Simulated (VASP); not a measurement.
# The Sommerfeld expansion tested on CoSi2

How do entropy and free energy of the electrons in CoSi2 grow with the Fermi-Dirac width, and how far does the Sommerfeld expansion hold?

Calculated with VASP 6.6.1; PBEsol, no spin polarisation; plane waves and PAW (Co, Si), in the first sound run; inputs show where later runs differ.

## 1. Set-up

The structure is cubic, space group Fm-3m (No. 225). The conventional cell has a = 5.365 Å, b = 5.365 Å, c = 5.365 Å, α = 90.00°, β = 90.00°, γ = 90.00°. Nearest to Co lie 8 Si at 2.32 Å. Nearest to Si lie 4 Co at 2.32 Å. Farther neighbours are not listed.

Coordinates:

```xyz
3
Lattice="0.0000 2.6825 2.6825 2.6825 0.0000 2.6825 2.6825 2.6825 0.0000" Properties=species:S:1:pos:R:3 pbc="T T T"
Co    0.0000    0.0000    0.0000
Si    1.3413    1.3413    1.3413
Si    4.0237    4.0237    4.0237
```

## 2. Relax the crystal, PBEsol

The cell is relaxed and then held.

This step took 2 runs in a row; the last is shown.

Level: PBEsol, no spin polarisation; plane waves and PAW (Co, Si).

Input file INCAR:

```
SYSTEM = CoSi2
PREC = Accurate
ENCUT = 450
EDIFF = 1E-07
NELM = 120
ISMEAR = 1
SIGMA = 0.15
LREAL = .FALSE.
ALGO = Normal
GGA = PS
NBANDS = 14
LASPH = .TRUE.
LORBIT = 11
LWAVE = .FALSE.
LCHARG = .FALSE.
KPAR = 8
IBRION = 2
NSW = 40
ISIF = 3
EDIFFG = -0.005
POTIM = 0.4
```

Input file POSCAR:

```
CoSi2
1.0
    0.0000000000      2.6565774171      2.6565774171
    2.6565774171      0.0000000000      2.6565774171
    2.6565774171      2.6565774171      0.0000000000
Co Si
1 2
Direct
    0.0000000000      0.0000000000      0.0000000000
    0.2500000000      0.2500000000      0.2500000000
    0.7500000000      0.7500000000      0.7500000000
```

Input file KPOINTS:

```
Automatic mesh
0
Gamma
14 14 14
0 0 0
```

PAW data sets: Co and Si (PBE family, release 64).

Run with:

```bash
$ mpirun -np 8 vasp_std
```

The log of the run:

```text
[banner, memory and clock lines left out]
running    8 mpi-ranks, on    1 nodes
[...]
|                                                                             |
|           W    W    AA    RRRRR   N    N  II  N    N   GGGG   !!!           |
|           W    W   A  A   R    R  NN   N  II  NN   N  G    G  !!!           |
|           W    W  A    A  R    R  N N  N  II  N N  N  G       !!!           |
|           W WW W  AAAAAA  RRRRR   N  N N  II  N  N N  G  GGG   !            |
|           WW  WW  A    A  R   R   N   NN  II  N   NN  G    G                |
|           W    W  A    A  R    R  N    N  II  N    N   GGGG   !!!           |
|                                                                             |
|     For optimal performance we recommend to set                             |
|       NCORE = 2 up to number-of-cores-per-socket                            |
|     NCORE specifies how many cores store one orbital (NPAR=cpu/NCORE).      |
|     This setting can greatly improve the performance of VASP for DFT.       |
[...]
DAV:   4    -0.209823234475E+02    0.23903E-05   -0.24066E-05  3122   0.397E-02    0.568E-03
DAV:   5    -0.209823230374E+02    0.41007E-06   -0.10750E-06  3996   0.191E-02    0.176E-03
DAV:   6    -0.209823230387E+02   -0.12192E-08   -0.72771E-08  1942   0.288E-03
   2 F= -.20982323E+02 E0= -.20982333E+02  d E =0.711165E-05
 trial-energy change:    0.000007  1 .order    0.000003   -0.000014    0.000021
 step:   0.2748(harm=  0.4078)  dis= 0.00000  next Energy=   -20.982332 (dE=-0.188E-05)
[...]
N       E                     dE             d eps       ncg     rms          rms(c)
DAV:   1    -0.209823898190E+02   -0.66782E-04   -0.58464E-04  3302   0.454E-01    0.711E-02
DAV:   2    -0.209825567550E+02   -0.16694E-03   -0.13650E-03  3650   0.802E-01    0.122E-01
DAV:   3    -0.209823324154E+02    0.22434E-03   -0.68493E-04  3580   0.575E-01    0.127E-02
DAV:   4    -0.209823308797E+02    0.15357E-05   -0.12353E-05  3044   0.291E-02    0.403E-03
DAV:   5    -0.209823307728E+02    0.10688E-06   -0.54462E-07  3732   0.135E-02    0.126E-03
DAV:   6    -0.209823307558E+02    0.17011E-07   -0.36081E-08  1756   0.205E-03
   3 F= -.20982331E+02 E0= -.20982342E+02  d E =-.605514E-06
[...]
reached required accuracy - stopping structural energy minimisation
```

Run time: 46 s. Hardware: 8 MPI ranks of AMD EPYC 7571, shared host; peak memory 1.4 GiB.

Lines that name or quote the potential files are left out of all logs, and their timing lines are given in words.

From OUTCAR (step 2):

```text
  Total        0.0040694      0.0040694      0.0040694      0.0000000      0.0000000     -0.0000000
  in kB        0.1739137      0.1739137      0.1739137      0.0000000      0.0000000     -0.0000000
  external PRESSURE =       0.1739137 kB  Pullay stress =       0.0000000 kB

 POSITION                                       TOTAL-FORCE (eV/Angst)
 -----------------------------------------------------------------------------------
      0.00000      0.00000      0.00000         0.000000     -0.000000     -0.000000
      1.32820      1.32820      1.32820        -0.000000     -0.000000      0.000000
      3.98460      3.98460      3.98460         0.000000      0.000000     -0.000000
 -----------------------------------------------------------------------------------
    total drift:                               -0.000000     -0.000000      0.000000

  FREE ENERGIE OF THE ION-ELECTRON SYSTEM (eV)
  ---------------------------------------------------
  free  energy   TOTEN  =       -20.9823307558 eV

  energy  without entropy=      -20.9823635966  energy(sigma->0) =      -20.98234170

 reached required accuracy - stopping structural energy minimisation

[... 3 further parts left out ...]
[key lines of the parts left out:]
E-fermi :  10.3422
```

Read from the output:

| Item | Value |
| --- | --- |
| energy(sigma→0) of the program | -20.9823 eV |
| stress, compression positive | xx, yy, zz 0.02, 0.02, 0.02 GPa |
| volume | 37.489 Å³ |
| ionic steps | 3 |

## 3. Tetrahedra, PBEsol

Tetrahedra give the density of states at the Fermi level without smearing.

Level: PBEsol, no spin polarisation; plane waves and PAW (Co, Si).

Input file INCAR:

```
SYSTEM = CoSi2
PREC = Accurate
ENCUT = 450
EDIFF = 1E-08
NELM = 100
ISMEAR = -5
SIGMA = 0.15
LREAL = .FALSE.
ALGO = Normal
GGA = PS
NBANDS = 32
LASPH = .TRUE.
LORBIT = 11
LWAVE = .FALSE.
LCHARG = .FALSE.
KPAR = 2
ISIF = 2
NEDOS = 3001
```

Input file POSCAR:

```
CoSi2
1.0
    0.0000000000      2.6563968849      2.6563968849
    2.6563968849      0.0000000000      2.6563968849
    2.6563968849      2.6563968849      0.0000000000
Co Si
1 2
Direct
    0.0000000000      0.0000000000      0.0000000000
    0.2500000000      0.2500000000      0.2500000000
    0.7500000000      0.7500000000      0.7500000000
```

Input file KPOINTS:

```
Automatic mesh
0
Gamma
20 20 20
0 0 0
```

Run with:

```bash
$ mpirun -np 2 vasp_std
```

The log of the run:

```text
[banner, memory and clock lines left out]
running    2 mpi-ranks, on    1 nodes
[...]
[... a notice as in an earlier step ...]

 LDA part: xc-table for (Slater+PW92), standard interpolation
 POSCAR, INCAR and KPOINTS ok, starting setup
[...]
entering main loop
       N       E                     dE             d eps       ncg     rms          rms(c)
DAV:   1     0.670043865694E+02    0.67004E+02   -0.49790E+03 16704   0.452E+02
DAV:   2    -0.166795638420E+02   -0.83684E+02   -0.70711E+02 17352   0.130E+02
DAV:   3    -0.225311858934E+02   -0.58516E+01   -0.55870E+01 20320   0.333E+01
DAV:   4    -0.226122702686E+02   -0.81084E-01   -0.80963E-01 19200   0.377E+00
[...]
DAV:  15    -0.209820895642E+02   -0.12317E-06   -0.13478E-08 20368   0.947E-04    0.333E-04
DAV:  16    -0.209820896020E+02   -0.37741E-07   -0.59461E-09 12760   0.320E-04    0.158E-04
DAV:  17    -0.209820895966E+02    0.53271E-08   -0.33284E-10 11456   0.992E-05
   1 F= -.20982090E+02 E0= -.20982090E+02  d E =0.000000E+00
|                                                                             |
|           W    W    AA    RRRRR   N    N  II  N    N   GGGG   !!!           |
|           W    W   A  A   R    R  NN   N  II  NN   N  G    G  !!!           |
|           W    W  A    A  R    R  N N  N  II  N N  N  G       !!!           |
|           W WW W  AAAAAA  RRRRR   N  N N  II  N  N N  G  GGG   !            |
|           WW  WW  A    A  R   R   N   NN  II  N   NN  G    G                |
|           W    W  A    A  R    R  N    N  II  N    N   GGGG   !!!           |
|                                                                             |
|     Tetrahedron method does not include variations of the Fermi             |
|     occupations, so forces and stress will be inaccurate. We suggest        |
|     using a different smearing scheme ISMEAR = 1 or 2 for metals in         |
|     relaxations.                                                            |
|                                                                             |
```

It took 7 min on 2 MPI ranks; peak memory 0.57 GiB.

Parts of OUTCAR (step 3):

```text
  Total       -0.0004353     -0.0004353     -0.0004353      0.0000000      0.0000000      0.0000000
  in kB       -0.0186035     -0.0186035     -0.0186035      0.0000000      0.0000000      0.0000000
  external PRESSURE =      -0.0186035 kB  Pullay stress =       0.0000000 kB

 POSITION                                       TOTAL-FORCE (eV/Angst)
 -----------------------------------------------------------------------------------
      0.00000      0.00000      0.00000        -0.000000     -0.000000     -0.000000
      1.32820      1.32820      1.32820         0.000000      0.000000      0.000000
      3.98460      3.98460      3.98460        -0.000000     -0.000000      0.000000
 -----------------------------------------------------------------------------------
    total drift:                               -0.000000     -0.000000      0.000000

  FREE ENERGIE OF THE ION-ELECTRON SYSTEM (eV)
  ---------------------------------------------------
  free  energy   TOTEN  =       -20.9820895966 eV

  energy  without entropy=      -20.9820895966  energy(sigma->0) =      -20.98208960

[... 3 further parts left out ...]
[key lines of the parts left out:]
E-fermi :  10.3076
```

This run gave:

```
energy(sigma→0) of the program : -20.9821 eV
```

The run ends at a pressure of 0.00 GPa.

## 4. Electron temperature, PBEsol

One member in full: SIGMA = 0.075 eV.

Level: PBEsol, no spin polarisation; plane waves and PAW (Co, Si).

Changes to INCAR since step 3:

```diff
@@ -5,4 +5,4 @@
 NELM = 100
-ISMEAR = -5
-SIGMA = 0.15
+ISMEAR = -1
+SIGMA = 0.075
 LREAL = .FALSE.
@@ -17,2 +17 @@
 ISIF = 2
-NEDOS = 3001
```

POSCAR is that of step 3.

KPOINTS is that of step 3.

Run with:

```bash
$ mpirun -np 2 vasp_std
```

The log of the run:

```text
[... set-up lines as in an earlier step ...]
 entering main loop
       N       E                     dE             d eps       ncg     rms          rms(c)
DAV:   1     0.670087935606E+02    0.67009E+02   -0.49790E+03 16704   0.452E+02
DAV:   2    -0.166933704728E+02   -0.83702E+02   -0.70773E+02 17352   0.130E+02
DAV:   3    -0.225440231194E+02   -0.58507E+01   -0.55589E+01 20320   0.332E+01
DAV:   4    -0.226250747451E+02   -0.81052E-01   -0.80928E-01 19200   0.377E+00
[...]
DAV:  15    -0.209912931406E+02   -0.92853E-07   -0.15664E-08 20936   0.988E-04    0.326E-04
DAV:  16    -0.209912931715E+02   -0.30956E-07   -0.52743E-09 12696   0.293E-04    0.160E-04
DAV:  17    -0.209912931646E+02    0.69358E-08   -0.22989E-10 11448   0.825E-05
   1 F= -.20991293E+02 E0= -.20981714E+02  d E =-.191576E-01
```

It took 6.8 min on 2 MPI ranks; peak memory 0.56 GiB; 11 min of CPU time.

OUTCAR, selected parts (step 4):

```text
  LATTYP: Found a face centered cubic cell.
 ALAT       =     5.3127937698

 Subroutine GETGRP returns: Found 48 space group operations
 (whereof 48 operations were pure point group operations)

The static configuration has the point symmetry O_h .

 Found    256 irreducible k-points:

   dimension x,y,z NGX =    28 NGY =   28 NGZ =   28
   dimension x,y,z NGXF=    56 NGYF=   56 NGZF=   56

   ENCUT  =  450.0 eV  33.07 Ry    5.75 a.u.   6.50  6.50  6.50*2*pi/ulx,y,z

   NELECT =      17.0000    total number of electrons

 E-fermi :  10.3191

 k-point     1 :       0.0000    0.0000    0.0000
  band No.  band energies     occupation
    ...
      2       6.1352      2.00000
      3       6.1352      2.00000
      4       6.1352      2.00000
      5       8.3396      2.00000
      6       8.3396      2.00000
      7      11.3595      0.00000
      8      13.7604      0.00000
      9      13.7604      0.00000
     10      13.7604      0.00000
     11      13.8523      0.00000
    ...

 k-point     2 :       0.0500    0.0000    0.0000
  band No.  band energies     occupation
    ...
      2       6.0428      2.00000
      3       6.1492      2.00000
      4       6.1492      2.00000
      5       8.3272      2.00000
      6       8.3272      2.00000
      7      11.3926      0.00000
      8      12.8878      0.00000
      9      13.3425      0.00000
     10      13.3425      0.00000
     11      14.2915      0.00000
    ...

  Total        0.0123177      0.0123177      0.0123177     -0.0000000     -0.0000000      0.0000000
  in kB        0.5264208      0.5264208      0.5264208     -0.0000000     -0.0000000      0.0000000
  external PRESSURE =       0.5264208 kB  Pullay stress =       0.0000000 kB

 POSITION                                       TOTAL-FORCE (eV/Angst)
 -----------------------------------------------------------------------------------
      0.00000      0.00000      0.00000         0.000000     -0.000000     -0.000000
      1.32820      1.32820      1.32820        -0.000000     -0.000000     -0.000000
      3.98460      3.98460      3.98460         0.000000      0.000000      0.000000
 -----------------------------------------------------------------------------------
    total drift:                               -0.000000     -0.000000      0.000000

  FREE ENERGIE OF THE ION-ELECTRON SYSTEM (eV)
  ---------------------------------------------------
  free  energy   TOTEN  =       -20.9912931646 eV

  energy  without entropy=      -20.9721355853  energy(sigma->0) =      -20.98171437

 total charge
# of ion       s       p       d       tot
------------------------------------------
    1        0.556   0.751   7.626   8.934
    2        0.717   0.887   0.000   1.604
    3        0.717   0.887   0.000   1.604
--------------------------------------------------
tot          1.989   2.526   7.626  12.141

[... 2 parts as in an earlier step ...]

[... 7 further parts left out ...]
```

This run gave:

```
energy(sigma→0) of the program : -20.9817 eV
stress, compression positive   : xx, yy, zz 0.05, 0.05, 0.05 GPa
```

The run ends at a pressure of 0.05 GPa.

## 5. The table

The other members went through these steps as far as the tables show, on the same mesh; 7 runs are not shown. The session took 1.9 core hours (wall time by ranks) on a shared machine.

```csv
width kT (eV),temperature (K),free energy less that of the narrowest width (meV/atom),TS (meV/atom),pressure (GPa),shift of the Fermi level (eV)
0.025,290,0.000,0.823,0.003,0.000
0.050,580,?,?,0.023,0.008
0.075,870,-2.909,6.386,0.053,0.016
0.100,1160,-5.400,11.443,0.095,0.025
0.150,1741,-12.653,26.410,0.221,0.050
0.200,2321,-23.022,47.739,0.405,0.081
0.300,3481,-53.182,109.574,0.975,0.160
```

## 6. The Sommerfeld expansion

At low temperature TS = (π²/3) g (kT)², so TS, twice the difference of energy(sigma→0) and the free energy, over (π²/3)(kT)² is an effective density of states: 0.400, 0.345, 0.348, 0.357, 0.363, 0.370 states/eV/atom in the rows shown.

Fitting a parabola to the 6 known rows (σ: width in eV) gives g = 1.695 σ² − 0.5883 σ + 0.3995 in states/eV/atom; the residuals are 0.013 states/eV/atom r.m.s.

At σ = 0.05 this predicts 0.374 states/eV/atom.

## 7. Prediction against calculation

The calculation gives 0.351 states/eV/atom, so the prediction is 0.023 states/eV/atom too high, within twice the residual of the fit.

The parabola in σ is an empirical guide, not the expansion itself. Tetrahedra give g = 0.338 states/eV/atom at the Fermi level, the limit that the series should reach at zero width.

## 8. Outcome

```json
{
  "density of states at the Fermi level, tetrahedra": "0.34 states/eV/atom",
  "Sommerfeld coefficient from it": "0.80 mJ per mole of atoms and K²",
  "pressure at the widest setting": "0.98 GPa",
  "error of the predicted g": "0.023 states/eV/atom"
}
```

What this shows: Against the tetrahedron value, the effective density of states stands at +19 % at 0.025 eV, +4 % at 0.05 eV, +3 % at 0.1 eV, +10 % at 0.3 eV. The leading term holds within a tenth at the widest setting. The narrowest row breaks the trend of the next ones, as mesh noise would; no test of the mesh was run. The bare coefficient lacks the electron-phonon enhancement of measured heat capacities.

[Lines on the potential files, build, host, timing and source positions are cut from VASP's logs without a mark.]

[Logs are printed without paths, hosts, clocks, repeated set-up lines and the standing remarks that a program may print on its own settings, such as how far it seeks lower states.]

[Hosts, paths, dates, database ids (printed as entryN), source tags and the programs' standing remarks are cut or masked in the printed files.]
